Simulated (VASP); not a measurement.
# BN (Qingsongite): exact exchange and RPA correlation, part 2 of 2

Wanted: where the RPA puts the energy minimum of BN (Qingsongite). The scan starts from a database cell, scaled to the smallest volume of the series. The cell is of the zinc-blende type, one of the forms listed for this formula. The start is a cell from a database of measured crystal structures.

VASP 6.6.1, plane waves and PAW; the level of theory is named at each step.

So far. Step 25 (Empty bands, volume ratio 1.03): WAVECAR now holds 384 bands for 8 electrons. Step 26 (RPA correlation, volume ratio 1.03): Extrapolated by the program to an infinite response cutoff, the correlation energy is -6.7035 eV an atom, -16 meV against the point before. With exact exchange the total is -21.4572 eV an atom.

## Step 27: Comparison: r2SCAN, volume ratio 1.03

This step: r2SCAN; plane waves and PAW (N_GW, B_GW) (VASP 6.6.1).

Input file INCAR:

```
SYSTEM = BN
PREC = Accurate
ENCUT = 570
EDIFF = 1E-06
NELM = 100
ISMEAR = 0
SIGMA = 0.05
LREAL = .FALSE.
ALGO = Normal
METAGGA = R2SCAN
LASPH = .TRUE.
NBANDS = 10
LWAVE = .FALSE.
LCHARG = .FALSE.
KPAR = 8
```

Input file POSCAR:

```
BN
1.0
    0.0000000000      1.8253972035      1.8253972035
    1.8253972035      0.0000000000      1.8253972035
    1.8253972035      1.8253972035      0.0000000000
N B
1 1
Direct
    0.7500000000      0.7500000000      0.7500000000
    0.0000000000      0.0000000000      0.0000000000
```

Input file KPOINTS:

```
Automatic mesh
0
Gamma
6 6 6
0 0 0
```

Potentials, in the order of the species: N_GW and B_GW (PBE family, release 64).

On the command line:

```
$ mpirun -np 8 vasp_std
```

The job ended after 2.4 s (8 MPI ranks of Intel Xeon 6975P-C (Granite Rapids), shared host; peak memory 0.9 GiB).

Its energy is -9.5714 eV an atom, on a zero of its own.

## Step 28: Orbitals for comparison: HSE06, volume ratio 1.03

This step: PBE; plane waves and PAW (N_GW, B_GW) (VASP 6.6.1).

Input file INCAR:

```
SYSTEM = BN
PREC = Accurate
ENCUT = 570
EDIFF = 1E-05
NELM = 100
ISMEAR = 0
SIGMA = 0.05
LREAL = .FALSE.
ALGO = Normal
GGA = PE
NBANDS = 10
LORBIT = 11
LWAVE = .TRUE.
LCHARG = .FALSE.
KPAR = 8
```

POSCAR is that of step 27.

KPOINTS is that of step 27.

On the command line:

```
$ mpirun -np 8 vasp_std
```

Run time: 1 s. Hardware: 8 MPI ranks; peak memory 0.87 GiB.

The run ends at a pressure of -7.66 GPa.

## Step 29: Comparison: HSE06, volume ratio 1.03

This step: HSE06; plane waves and PAW (N_GW, B_GW) (VASP 6.6.1).

Input file INCAR:

```
SYSTEM = BN
PREC = Accurate
ENCUT = 570
EDIFF = 1E-06
NELM = 100
ISMEAR = 0
SIGMA = 0.05
LREAL = .FALSE.
ALGO = Normal
LHFCALC = .TRUE.
AEXX = 0.25
GGA = PE
HFSCREEN = 0.2
LASPH = .TRUE.
NBANDS = 10
PRECFOCK = Fast
LWAVE = .FALSE.
LCHARG = .FALSE.
KPAR = 8
```

POSCAR is that of step 28.

KPOINTS is that of step 28.

The WAVECAR or CHGCAR of an earlier step is read.

On the command line:

```
$ mpirun -np 8 vasp_std
```

Run time: 6.2 s. Hardware: 8 MPI ranks; peak memory 1.6 GiB; 41 s of CPU time.

Its energy is -10.1783 eV an atom, on a zero of its own.

## Step 30: Orbitals, volume ratio 1.06

This step: PBE; plane waves and PAW (N_GW, B_GW) (VASP 6.6.1).

The same chain follows at a volume ratio of 1.06.

Input file INCAR:

```
SYSTEM = BN
PREC = Accurate
ENCUT = 570
EDIFF = 1E-08
NELM = 100
ISMEAR = 0
SIGMA = 0.05
LREAL = .FALSE.
ALGO = Normal
GGA = PE
NBANDS = 10
LORBIT = 11
LWAVE = .TRUE.
LCHARG = .FALSE.
KPAR = 8
```

Input file POSCAR:

```
BN
1.0
    0.0000000000      1.8429501765      1.8429501765
    1.8429501765      0.0000000000      1.8429501765
    1.8429501765      1.8429501765      0.0000000000
N B
1 1
Direct
    0.7500000000      0.7500000000      0.7500000000
    0.0000000000      0.0000000000      0.0000000000
```

KPOINTS is that of step 29.

On the command line:

```
$ mpirun -np 8 vasp_std
```

The job ended after 1.2 s (8 MPI ranks; peak memory 0.87 GiB).

The run ends at a pressure of -17.06 GPa.

## Step 31: Exact exchange, volume ratio 1.06

This step: Hartree-Fock energy on PBE orbitals; plane waves and PAW (N_GW, B_GW) (VASP 6.6.1).

Input file INCAR:

```
SYSTEM = BN
PREC = Accurate
ENCUT = 570
ISMEAR = 0
SIGMA = 0.05
LREAL = .FALSE.
GGA = PE
NBANDS = 10
ALGO = Eigenval
NELM = 1
LHFCALC = .TRUE.
AEXX = 1
ALDAC = 0
AGGAC = 0
PRECFOCK = Normal
LWAVE = .FALSE.
LCHARG = .FALSE.
```

POSCAR is that of step 30.

KPOINTS is that of step 30.

The WAVECAR or CHGCAR of an earlier step is read.

On the command line:

```
$ mpirun -np 8 vasp_std
```

Run time: 4.4 s. Hardware: 8 MPI ranks; peak memory 0.78 GiB; 27 s of CPU time.

The Hartree-Fock energy on these orbitals is -14.7247 eV an atom.

## Step 32: Empty bands, volume ratio 1.06

This step: PBE; plane waves and PAW (N_GW, B_GW) (VASP 6.6.1).

Input file INCAR:

```
SYSTEM = BN
PREC = Accurate
ENCUT = 570
ISMEAR = 0
SIGMA = 0.05
LREAL = .FALSE.
GGA = PE
NBANDS = 392
ALGO = Exact
NELM = 1
LWAVE = .TRUE.
LCHARG = .FALSE.
LOPTICS = .TRUE.
NEDOS = 1000
CSHIFT = 0.1
```

POSCAR is that of step 31.

KPOINTS is that of step 31.

On the command line:

```
$ mpirun -np 8 vasp_std
```

Run time: 1.8 s. Hardware: 8 MPI ranks; peak memory 0.88 GiB.

WAVECAR now holds 392 bands for 8 electrons.

## Step 33: RPA correlation, volume ratio 1.06

This step: RPA correlation on PBE orbitals; plane waves and PAW (N_GW, B_GW) (VASP 6.6.1).

Input file INCAR:

```
SYSTEM = BN
PREC = Accurate
ENCUT = 570
ISMEAR = 0
SIGMA = 0.05
LREAL = .FALSE.
GGA = PE
NBANDS = 392
ALGO = ACFDT
ENCUTGW = 200
NOMEGA = 12
PRECFOCK = Fast
LWAVE = .FALSE.
LCHARG = .FALSE.
```

POSCAR is that of step 32.

KPOINTS is that of step 32.

On the command line:

```
$ mpirun -np 8 vasp_std
```

Wall time 18 s (8 MPI ranks); peak memory 1.6 GiB.

Extrapolated by the program to an infinite response cutoff, the correlation energy is -6.7197 eV an atom, -16 meV against the point before. With exact exchange the total is -21.4444 eV an atom.

## Step 34: Comparison: r2SCAN, volume ratio 1.06

This step: r2SCAN; plane waves and PAW (N_GW, B_GW) (VASP 6.6.1).

Input file INCAR:

```
SYSTEM = BN
PREC = Accurate
ENCUT = 570
EDIFF = 1E-06
NELM = 100
ISMEAR = 0
SIGMA = 0.05
LREAL = .FALSE.
ALGO = Normal
METAGGA = R2SCAN
LASPH = .TRUE.
NBANDS = 10
LWAVE = .FALSE.
LCHARG = .FALSE.
KPAR = 8
```

POSCAR is that of step 33.

KPOINTS is that of step 33.

On the command line:

```
$ mpirun -np 8 vasp_std
```

Run time: 2.4 s. Hardware: 8 MPI ranks; peak memory 0.87 GiB.

Its energy is -9.5525 eV an atom, on a zero of its own.

## Step 35: Orbitals for comparison: HSE06, volume ratio 1.06

This step: PBE; plane waves and PAW (N_GW, B_GW) (VASP 6.6.1).

Input file INCAR:

```
SYSTEM = BN
PREC = Accurate
ENCUT = 570
EDIFF = 1E-05
NELM = 100
ISMEAR = 0
SIGMA = 0.05
LREAL = .FALSE.
ALGO = Normal
GGA = PE
NBANDS = 10
LORBIT = 11
LWAVE = .TRUE.
LCHARG = .FALSE.
KPAR = 8
```

POSCAR is that of step 34.

KPOINTS is that of step 34.

On the command line:

```
$ mpirun -np 8 vasp_std
```

The job ended after 1 s (8 MPI ranks; peak memory 0.89 GiB; 3.7 s of CPU time).

The run ends at a pressure of -17.00 GPa.

## Step 36: Comparison: HSE06, volume ratio 1.06

This step: HSE06; plane waves and PAW (N_GW, B_GW) (VASP 6.6.1).

Input file INCAR:

```
SYSTEM = BN
PREC = Accurate
ENCUT = 570
EDIFF = 1E-06
NELM = 100
ISMEAR = 0
SIGMA = 0.05
LREAL = .FALSE.
ALGO = Normal
LHFCALC = .TRUE.
AEXX = 0.25
GGA = PE
HFSCREEN = 0.2
LASPH = .TRUE.
NBANDS = 10
PRECFOCK = Fast
LWAVE = .FALSE.
LCHARG = .FALSE.
KPAR = 8
```

POSCAR is that of step 35.

KPOINTS is that of step 35.

The WAVECAR or CHGCAR of an earlier step is read.

On the command line:

```
$ mpirun -np 8 vasp_std
```

Run time: 6.2 s. Hardware: 8 MPI ranks; peak memory 1.6 GiB; 41 s of CPU time.

Its energy is -10.1543 eV an atom, on a zero of its own.

## Step 37: Summary

This step: exact exchange and RPA correlation on PBE orbitals, beside r2SCAN, beside HSE06; plane waves and PAW (VASP 6.6.1).

Derived from the runs above.

Numbers from this step:

```
equilibrium volume, EXX+RPA : 5.979 Å³/atom
bulk modulus                : 384.2 GPa
```

The energy above the lowest point by volume; values in meV/atom:

| volume (Å³/atom) | PBE | EXX | EXX+RPA | r2SCAN | HSE06 |
| --- | --- | --- | --- | --- | --- |
| 5.551 | 34.8 | 12.0 | 39.0 | 24.7 | 14.3 |
| 5.728 | 10.1 | 0 | 12.1 | 5.02 | 0 |
| 5.905 | 0 | 3.62 | 0 | 0 | 0.319 |
| 6.082 | 2.64 | 20.8 | 0.838 | 7.74 | 13.3 |
| 6.260 | 16.3 | 49.9 | 13.7 | 26.6 | 37.3 |

Cost is wall time times ranks on a shared host; the EXX and RPA rows hold the orbitals run too, the hybrid row not its starting run, and runs of a few seconds are mostly start-up. Fits of the equation of state:

| level | V0 (Å³/atom) | B0 (GPa) | fit error (meV/atom) | minimum inside the series | cost a point (core minutes) |
| --- | --- | --- | --- | --- | --- |
| PBE | 5.954 | 371.7 | 9.44e-4 | yes | 0.17 |
| EXX | 5.772 | 443.3 | 8.26e-4 | yes | 0.8 |
| EXX+RPA | 5.979 | 384.2 | 0.04978 | yes | 3.31 |
| r2SCAN | 5.882 | 389.2 | 9.09e-4 | yes | 0.33 |
| HSE06 | 5.811 | 404.5 | 9.33e-4 | yes | 0.88 |

## Step 38: Results

```
PBE     : V0 5.954 Å³/atom, B0 372 GPa
EXX     : V0 5.772 Å³/atom, B0 443 GPa
EXX+RPA : V0 5.979 Å³/atom, B0 384 GPa
r2SCAN  : V0 5.882 Å³/atom, B0 389 GPa
HSE06   : V0 5.811 Å³/atom, B0 404 GPa
```

Exact exchange with RPA correlation puts the minimum at 5.979 Å³ an atom, with a bulk modulus of 384 GPa. PBE puts the volume 0.42 % below EXX+RPA, at roughly 1/19 of its cost. r2SCAN puts the volume 1.6 % below EXX+RPA, at roughly 1/10 of its cost. HSE06 puts the volume 2.8 % below EXX+RPA, at roughly 1/4 of its cost. Correlation widens the exact-exchange volume by 3.6 %. Mesh, ENCUT and response cutoff weren't varied, and the extrapolation in the response cutoff changes with the volume, so small differences in volume between the levels aren't resolved. Exact exchange and correlation are taken on one coarse mesh and aren't self-consistent; the correlation energy is extrapolated in the response cutoff by the program, which at the first volume adds -691 meV an atom to the value at the highest cutoff and varies with the volume; a small fit error says nothing about that part. NBANDS follows the largest plane-wave count of any k point, which rises in steps with the volume. The cheaper functionals share the mesh, and the fits are third-order Birch-Murnaghan curves. Not tabulated here, as repeats of values shown or as unfit to read for their mesh, reference level or band range: eps2 curves (empty bands); eps1 curves and static values (empty bands); gaps (empty bands).

[Lines on the potential files, build, host, timing and source positions are cut from VASP's logs without a mark.]

[Logs are printed without paths, hosts, clocks, repeated set-up lines and the standing remarks that a program may print on its own settings, such as how far it seeks lower states.]

[Hosts, paths, dates, database ids (printed as entryN), source tags and the programs' standing remarks are cut or masked in the printed files.]

[Pressures printed for these runs are not shown converged in the cutoff: they can be off by several GPa and have the wrong sign.]
